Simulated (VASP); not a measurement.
Level of theory: PBE GGA, VASP's PBE PAW potentials (set 64) (plane waves; VASP).

A VASP calculation is set up with these files.

KPOINTS:
```
kpoints
0
G
1 1 1
```

INCAR:
```
! general
SYSTEM =Ge63Si
PREC   =Normal
ENCUT  =400   ! plane-wave cut-off (eV)
LREAL  =Auto   ! projection in real space or not
LASPH  =T
ISYM   =0

! electronic loop
EDIFF  =1E-5   ! SCF stop (eV)
NELM   =100   ! most electronic steps
NELMIN =4
ALGO   =Fast
LMAXMIX=4

! smearing
ISMEAR =0   ! Gaussian
SIGMA  =0.05   ! width (eV)

! functional
GGA    =PE   ! PBE

! ions
IBRION =2   ! conjugate gradients
NSW    =60   ! most ionic steps
ISIF   =2   ! forces and stress, cell fixed
EDIFFG =-0.03

! output
LWAVE  =T
LCHARG =F
```

File POSCAR:
```
Ge63Si
1.0
 11.5673955220   0.0000000000   0.0000000000
  0.0000000000  11.5673955220   0.0000000000
  0.0000000000   0.0000000000  11.5673955220
Ge Si
63 1
Direct
  0.5000000000   0.0000000000   0.0000000000
  0.6250000000   0.1250000000   0.1250000000
  0.7500000000   0.2500000000   0.0000000000
  0.8750000000   0.3750000000   0.1250000000
  0.7500000000   0.0000000000   0.2500000000
  0.8750000000   0.1250000000   0.3750000000
  0.0000000000   0.0000000000   0.0000000000
  0.1250000000   0.1250000000   0.1250000000
  0.2500000000   0.2500000000   0.0000000000
  0.3750000000   0.3750000000   0.1250000000
  0.5000000000   0.5000000000   0.0000000000
  0.6250000000   0.6250000000   0.1250000000
  0.7500000000   0.7500000000   0.0000000000
  0.8750000000   0.8750000000   0.1250000000
  0.2500000000   0.0000000000   0.2500000000
  0.3750000000   0.1250000000   0.3750000000
  0.5000000000   0.2500000000   0.2500000000
  0.6254120000   0.3791300000   0.3785110000
  0.7500000000   0.5000000000   0.2500000000
  0.8750000000   0.6250000000   0.3750000000
  0.5000000000   0.0000000000   0.5000000000
  0.6250000000   0.1250000000   0.6250000000
  0.7500000000   0.2500000000   0.5000000000
  0.8750000000   0.3750000000   0.6250000000
  0.7500000000   0.0000000000   0.7500000000
  0.8750000000   0.1250000000   0.8750000000
  0.0000000000   0.5000000000   0.0000000000
  0.1250000000   0.6250000000   0.1250000000
  0.2500000000   0.7500000000   0.0000000000
  0.3750000000   0.8750000000   0.1250000000
  0.0000000000   0.2500000000   0.2500000000
  0.1250000000   0.3750000000   0.3750000000
  0.2500000000   0.5000000000   0.2500000000
  0.3759350000   0.6266870000   0.3753570000
  0.5000000000   0.7500000000   0.2500000000
  0.6250000000   0.8750000000   0.3750000000
  0.0000000000   0.0000000000   0.5000000000
  0.1250000000   0.1250000000   0.6250000000
  0.2500000000   0.2500000000   0.5000000000
  0.3760730000   0.3791390000   0.6264630000
  0.6228970000   0.6213810000   0.6265360000
  0.7500000000   0.7500000000   0.5000000000
  0.8750000000   0.8750000000   0.6250000000
  0.2500000000   0.0000000000   0.7500000000
  0.3750000000   0.1250000000   0.8750000000
  0.5000000000   0.2500000000   0.7500000000
  0.6250000000   0.3750000000   0.8750000000
  0.7500000000   0.5000000000   0.7500000000
  0.8750000000   0.6250000000   0.8750000000
  0.0000000000   0.7500000000   0.2500000000
  0.1250000000   0.8750000000   0.3750000000
  0.0000000000   0.5000000000   0.5000000000
  0.1250000000   0.6250000000   0.6250000000
  0.2500000000   0.7500000000   0.5000000000
  0.3750000000   0.8750000000   0.6250000000
  0.0000000000   0.2500000000   0.7500000000
  0.1250000000   0.3750000000   0.8750000000
  0.2500000000   0.5000000000   0.7500000000
  0.3750000000   0.6250000000   0.8750000000
  0.5000000000   0.7500000000   0.7500000000
  0.6250000000   0.8750000000   0.8750000000
  0.0000000000   0.7500000000   0.7500000000
  0.1250000000   0.8750000000   0.8750000000
  0.4995300000   0.4975650000   0.5034080000
```

POTCAR, in this order: Ge Si (PBE.64 set). Program: vasp_gam.

The supercell is sampled at Γ alone, which is coarse: total energies, pressure and levels can be off, energies of defects by several tenths of an eV.

### Question
Estimate the energy per atom (σ→0).

### Answer

The energy per atom (σ→0) comes out as -4.379 eV/atom.

**OSZICAR**
```
...
RMM:   5    -0.280307070822E+03   -0.60380E-05   -0.43950E-05   227   0.117E-02
  16 F= -.28030707E+03 E0= -.28027120E+03  d E =-.337352E-02
       N       E                     dE             d eps       ncg     rms          rms(c)
DAV:   1    -0.280308278956E+03   -0.12142E-02   -0.52903E-02   348   0.426E-01    0.810E-02
RMM:   2    -0.280308564792E+03   -0.28584E-03   -0.36886E-03   322   0.109E-01    0.323E-02
RMM:   3    -0.280308594055E+03   -0.29263E-04   -0.47879E-04   328   0.413E-02    0.131E-02
RMM:   4    -0.280308600653E+03   -0.65980E-05   -0.80053E-05   286   0.155E-02
  17 F= -.28030860E+03 E0= -.28027201E+03  d E =-.152983E-02
```

The cell is a supercell with a defect, built from Ge (diamond): Si_Ge. The run is not spin-polarised, so no state with unpaired spins was tried.
